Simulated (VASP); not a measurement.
Method: PBEsol GGA, VASP's PBE PAW potentials (set 64) (plane waves; VASP).

VASP input:

### INCAR
```
LMAXMIX = 4
ISIF = 3
NELM = 100   # most electronic steps
SIGMA = 0.1
ALGO = Normal
SYSTEM = NiSb
ENCUT = 400
ISMEAR = 1   # Methfessel-Paxton
LASPH = T
NSW = 60
PREC = Accurate
GGA = PS   # PBEsol
LREAL = F   # projection in real space or not
IBRION = 2
LCHARG = F
LWAVE = F
EDIFF = 1E-6   # SCF stop (eV)
EDIFFG = -0.02
```

File POSCAR:
```
NiSb
1
    1.9539188732    -3.3842869227    -0.0000000000
    1.9539188732     3.3842869227     0.0000000000
    0.0000000000    -0.0000000000     5.1024880808
Ni Sb
2 2
Direct
  0.0000000000   0.0000000000   0.5000000000
  0.0000000000   0.0000000000   0.0000000000
  0.3333330000   0.6666670000   0.2500000000
  0.6666670000   0.3333330000   0.7500000000
```

### KPOINTS
```
Automatic mesh
0
Gamma
8 8 6
0 0 0
```

POTCAR, in this order: Ni Sb (PBE.64 set). Program: vasp_std.

Output

File OSZICAR:
```
       N       E                     dE             d eps       ncg     rms          rms(c)
DAV:   1     0.149929880997E+03    0.14993E+03   -0.10690E+04  1536   0.134E+03
DAV:   2    -0.161613443159E+02   -0.16609E+03   -0.16130E+03  1523   0.298E+02
DAV:   3    -0.242061727121E+02   -0.80448E+01   -0.77770E+01  1794   0.797E+01
DAV:   4    -0.244372931930E+02   -0.23112E+00   -0.22916E+00  1738   0.130E+01
DAV:   5    -0.244440848492E+02   -0.67917E-02   -0.67894E-02  1779   0.237E+00    0.145E+01
DAV:   6    -0.275656051089E+02   -0.31215E+01   -0.44130E+01  1663   0.120E+02    0.188E+01
DAV:   7    -0.226936735273E+02    0.48719E+01   -0.15659E+01  1643   0.833E+01    0.415E+00
DAV:   8    -0.227410636106E+02   -0.47390E-01   -0.18508E+00  2061   0.128E+01    0.267E+00
DAV:   9    -0.226785771319E+02    0.62486E-01   -0.24864E-01  1727   0.868E+00    0.630E-01
DAV:  10    -0.226790746495E+02   -0.49752E-03   -0.76577E-03  1616   0.833E-01    0.498E-01
DAV:  11    -0.226784344371E+02    0.64021E-03   -0.61364E-04  1665   0.228E-01    0.148E-01
DAV:  12    -0.226781855742E+02    0.24886E-03   -0.69590E-04  2049   0.469E-01    0.405E-02
DAV:  13    -0.226781904758E+02   -0.49016E-05   -0.70456E-05  1595   0.582E-02    0.384E-02
DAV:  14    -0.226781899493E+02    0.52655E-06   -0.31261E-06  1435   0.183E-02
   1 F= -.22678190E+02 E0= -.22678224E+02  d E =-.226782E+02
       N       E                     dE             d eps       ncg     rms          rms(c)
DAV:   1    -0.226866347038E+02   -0.84442E-02   -0.13265E-01  1675   0.467E+00    0.763E-01
DAV:   2    -0.226931597251E+02   -0.65250E-02   -0.11243E-01  1654   0.650E+00    0.966E-01
DAV:   3    -0.226796770131E+02    0.13483E-01   -0.50340E-02  1657   0.453E+00    0.201E-01
DAV:   4    -0.226791543530E+02    0.52266E-03   -0.32155E-03  1608   0.508E-01    0.670E-02
DAV:   5    -0.226791045744E+02    0.49779E-04   -0.26012E-04  1836   0.270E-01    0.288E-02
DAV:   6    -0.226791028438E+02    0.17306E-05   -0.31245E-05  1607   0.709E-02    0.194E-02
DAV:   7    -0.226790982147E+02    0.46290E-05   -0.13758E-05  1902   0.680E-02    0.435E-03
DAV:   8    -0.226790982257E+02   -0.10952E-07   -0.13545E-06   772   0.931E-03
   2 F= -.22679098E+02 E0= -.22679081E+02  d E =-.908276E-03
       N       E                     dE             d eps       ncg     rms          rms(c)
DAV:   1    -0.226791320339E+02   -0.33819E-04   -0.46107E-04  1675   0.282E-01    0.450E-02
DAV:   2    -0.226791551437E+02   -0.23110E-04   -0.38951E-04  1651   0.383E-01    0.563E-02
DAV:   3    -0.226791084709E+02    0.46673E-04   -0.17257E-04  1654   0.264E-01    0.119E-02
DAV:   4    -0.226791069280E+02    0.15429E-05   -0.10660E-05  1617   0.303E-02    0.372E-03
DAV:   5    -0.226791067511E+02    0.17692E-06   -0.81469E-07   769   0.165E-02
   3 F= -.22679107E+02 E0= -.22679086E+02  d E =-.916802E-03
       N       E                     dE             d eps       ncg     rms          rms(c)
DAV:   1    -0.226792117907E+02   -0.10486E-03   -0.18243E-03  1675   0.551E-01    0.897E-02
DAV:   2    -0.226793026036E+02   -0.90813E-04   -0.15616E-03  1654   0.766E-01    0.113E-01
DAV:   3    -0.226791162422E+02    0.18636E-03   -0.69180E-04  1654   0.529E-01    0.235E-02
DAV:   4    -0.226791094281E+02    0.68141E-05   -0.42999E-05  1611   0.602E-02    0.755E-03
DAV:   5    -0.226791087410E+02    0.68705E-06   -0.35718E-06  1310   0.326E-02
   4 F= -.22679109E+02 E0= -.22679082E+02  d E =-.918792E-03
       N       E                     dE             d eps       ncg     rms          rms(c)
DAV:   1    -0.226791308661E+02   -0.21438E-04   -0.36487E-04  1675   0.242E-01    0.390E-02
DAV:   2    -0.226791459268E+02   -0.15061E-04   -0.28635E-04  1660   0.329E-01    0.483E-02
DAV:   3    -0.226791121991E+02    0.33728E-04   -0.12793E-04  1657   0.227E-01    0.107E-02
DAV:   4    -0.226791103641E+02    0.18349E-05   -0.81919E-06  1600   0.277E-02    0.323E-03
DAV:   5    -0.226791102378E+02    0.12637E-06   -0.62940E-07   769   0.144E-02
   5 F= -.22679110E+02 E0= -.22679086E+02  d E =-.920288E-03
       N       E                     dE             d eps       ncg     rms          rms(c)
DAV:   1    -0.226823446915E+02   -0.32343E-02   -0.37234E-02  1693   0.295E+00    0.515E-01
DAV:   2    -0.226871999283E+02   -0.48552E-02   -0.63945E-02  1695   0.492E+00    0.749E-01
DAV:   3    -0.226792743255E+02    0.79256E-02   -0.28729E-02  1664   0.339E+00    0.960E-02
DAV:   4    -0.226791953758E+02    0.78950E-04   -0.95446E-04  1589   0.237E-01    0.398E-02
DAV:   5    -0.226791750212E+02    0.20355E-04   -0.62847E-05  1905   0.139E-01    0.131E-02
DAV:   6    -0.226791752395E+02   -0.21835E-06   -0.92127E-06  2127   0.251E-02
   6 F= -.22679175E+02 E0= -.22679181E+02  d E =-.650017E-04
```

**OUTCAR**
```
------------------------ aborting loop because EDIFF is reached ----------------------------------------
  FORCE on cell =-STRESS in cart. coord.  units (eV):
  Direction    XX          YY          ZZ          XY          YZ          ZX
  --------------------------------------------------------------------------------------
  Total       -0.0325416     -0.0325416     -0.0034697      0.0000000      0.0000000     -0.0000000
  in kB       -0.7739056     -0.7739057     -0.0825158      0.0000000      0.0000000     -0.0000000
  external PRESSURE =      -0.5434424 kB  Pullay stress =       0.0000000 kB
  volume of cell :       67.37
      direct lattice vectors                 reciprocal lattice vectors
     1.957478494 -3.390452367 -0.000000000     0.255430648 -0.147472946  0.000000000
     1.957478494  3.390452367 -0.000000000     0.255430648  0.147472946  0.000000000
    -0.000000000  0.000000000  5.075471196     0.000000000 -0.000000000  0.197026042
 POSITION                                       TOTAL-FORCE (eV/Angst)
 -----------------------------------------------------------------------------------
     -0.00000      0.00000      2.53774        -0.000000      0.000000      0.000000
      0.00000      0.00000      0.00000        -0.000000      0.000000      0.000000
      1.95748      1.13015      1.26887         0.000000     -0.000000     -0.000000
      1.95748     -1.13015      3.80660         0.000000     -0.000000      0.000000
 -----------------------------------------------------------------------------------
    total drift:                                0.000000      0.000000      0.000000
  FREE ENERGIE OF THE ION-ELECTRON SYSTEM (eV)
  ---------------------------------------------------
  free  energy   TOTEN  =       -22.6791752395 eV

  energy  without entropy=      -22.6791916651  energy(sigma->0) =      -22.67918071

 reached required accuracy - stopping structural energy minimisation
```
(Selected blocks of OUTCAR.)

**CONTCAR**
```
NiSb
   1.00000000000000
     1.9574784935029594   -3.3904523667978825   -0.0000000000000000
     1.9574784935029594    3.3904523667978825   -0.0000000000000000
    -0.0000000000000000    0.0000000000000000    5.0754711955834022
  Ni              Sb
     2     2
Direct
     0.0000000000000000    0.0000000000000000    0.5000000000000000
     0.0000000000000000    0.0000000000000000    0.0000000000000000
     0.3333330000000032    0.6666669999999968    0.2500000000000000
     0.6666669999999968    0.3333330000000032    0.7500000000000000
```

The compound is NiSb in the NiAs type structure. This run relaxes it. Symmetry was kept, so distortions that lower it aren't found. The start is the result of an earlier pass. The run is not spin-polarised, so no magnetic state was tried.
